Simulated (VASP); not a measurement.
Here is the system:

```yaml
crystal:
  lattice:
    - [-1.58981, 1.58981, 1.58981]
    - [1.58981, -1.58981, 1.58981]
    - [1.58981, 1.58981, -1.58981]
  atoms:
    - { symbol: Mo, position: [0.00000, 0.00000, 0.00000] }
```

Calculation: RPBE GGA, VASP's PBE PAW potentials (set 64) (plane waves; VASP). Numerical set-up: 520 eV cut-off, Gaussian smearing of 0.050 eV, potentials Mo_sv.

**Question.** Estimate the band gap (along the path) with the smallest direct gap where there is one.

**Answer.** 
- band gap (along the path): none (metal, semimetal or under 0.01 eV)

The compound is Mo in the bcc structure. It was relaxed first.
